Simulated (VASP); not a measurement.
Write the native input for VASP 6.6.1 that does the following.

```
Task                   : single point
Functional             : LDA
Potentials or basis    : VASP PAW LDA potentials, release 64 (S, F, Cu)
Cutoff                 : 520 eV
k mesh                 : 4 × 4 × 4
Occupations            : gaussian, width 0.05 eV
Spin                   : no spin polarisation
Dipole correction      : no
Further INCAR settings : ALGO = Fast; EDIFF = 1e-06; NBANDS = 31
```

The structure of Cu3SF lies in POSCAR:

```
Cu3SF
1.0
    4.2000000000      0.0000000000      0.0000000000
    0.0000000000      4.2000000000      0.0000000000
    0.0000000000      0.0000000000      4.2000000000
S F Cu
1 1 3
Direct
    0.0000000000      0.0000000000      0.0000000000
    0.5000000000      0.5000000000      0.5000000000
    0.5000000000      0.5000000000      0.0000000000
    0.5000000000      0.0000000000      0.5000000000
    0.0000000000      0.5000000000      0.5000000000
```

The cell comes from a database or a generator and needn't be the stable form of this composition.

These files were run (other wordings do the same):

INCAR

```
SYSTEM = Cu3SF
PREC = Accurate
ENCUT = 520
EDIFF = 1E-6
ISMEAR = 0
SIGMA = 0.05
LREAL = .False.
LASPH = .True.
NELM = 100
ALGO = Fast
ISIF = 2
LWAVE = .False.
LCHARG = .False.
NBANDS = 31
```

KPOINTS

```
Automatic mesh
0
Gamma
  4 4 4
  0 0 0
```

Potentials or basis: VASP PAW LDA potentials, release 64 (S, F, Cu).

Run with:

```bash
$ cat potpaw_LDA.64/S/POTCAR potpaw_LDA.64/F/POTCAR potpaw_LDA.64/Cu/POTCAR > POTCAR
$ mpirun -np 1 vasp_std > vasp.out
```

Results of the run:

- Pressure: -11.2 GPa
- Band gap on the k mesh: none (metal or under the smearing width)

Caveat: the k mesh is coarse (spacing up to 0.37 Å⁻¹), so the values aren't converged; the run has no spin polarisation, though such a crystal can be magnetic; semilocal functionals often make such compounds metallic where correlation or magnetic order opens a gap, which also shifts bond lengths.

It took 13 s on 1 thread of Intel(R) Xeon(R) Platinum 8559C (Emerald Rapids) (shared host), peak memory 0.15 GiB.
